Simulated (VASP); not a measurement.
Consider the following.

```yaml
crystal:
  lattice:
    - [-2.94342, 3.24979, 3.24930]
    - [2.94342, -3.24979, 3.24930]
    - [2.94342, 3.24979, -3.24930]
  atoms:
    - { symbol: Ti, position: [0.50177, 0.75177, 0.75000] }
    - { symbol: Ti, position: [0.49823, 0.24823, 0.25000] }
    - { symbol: Ti, position: [0.00000, 0.00000, 0.50000] }
    - { symbol: Ti, position: [0.00000, 0.50000, 0.00000] }
    - { symbol: O, position: [0.30442, 0.30483, 0.50041] }
    - { symbol: O, position: [0.69558, 0.69517, 0.49959] }
    - { symbol: O, position: [0.30442, 0.80401, 0.99959] }
    - { symbol: O, position: [0.69558, 0.19599, 0.00041] }
    - { symbol: O, position: [0.19523, 0.24970, 0.94553] }
    - { symbol: O, position: [0.80477, 0.75030, 0.05447] }
    - { symbol: O, position: [0.80417, 0.24970, 0.55447] }
    - { symbol: O, position: [0.19583, 0.75030, 0.44553] }
```

Method: PBEsol GGA, VASP's PBE PAW potentials (set 64) (plane waves; VASP). Settings: 520 eV cut-off, Gaussian smearing of 0.050 eV, potentials Ti_sv O.

Give the energies of bands 43 to 56 at the high-symmetry points, in eV from the valence-band maximum.

```
band      Γ      X     F2     Y0      R      W      S      T
----  -----  -----  -----  -----  -----  -----  -----  -----
43    -0.69  -1.45  -1.46  -1.45  -1.64  -2.00  -1.64  -1.64
44    -0.68  -1.45  -1.46  -1.45  -1.64  -2.00  -1.63  -1.64
45    -0.68  -1.29  -1.37  -1.29  -1.25  -0.86  -1.05  -1.25
46    -0.46  -1.29  -1.37  -1.29  -1.24  -0.86  -1.05  -1.25
47    -0.46  -1.08  -1.11  -1.08  -0.66  -0.86  -0.76  -0.66
48     0.00  -1.08  -1.11  -1.08  -0.65  -0.86  -0.76  -0.66
49     1.83   1.87   1.92   1.87   2.25   2.55   1.87   2.25
50     2.11   1.87   1.92   1.87   2.25   2.55   1.87   2.25
51     2.41   2.52   2.54   2.52   2.64   2.55   2.51   2.64
52     2.50   2.52   2.54   2.52   2.65   2.55   2.51   2.64
53     2.50   2.97   2.77   2.97   2.95   3.21   3.03   2.95
54     2.58   2.98   3.08   2.98   2.95   3.21   3.03   2.95
55     2.59   3.21   3.19   3.21   3.32   3.21   3.24   3.32
56     3.21   3.21   3.30   3.21   3.32   3.21   3.24   3.32
```

The gap is direct, 1.83 eV, from the valence maximum at Γ to the conduction minimum at Γ.

The structure comes from a computed database's TiO2 entry (Imma); how it stands against other phases isn't given here. It was relaxed first.
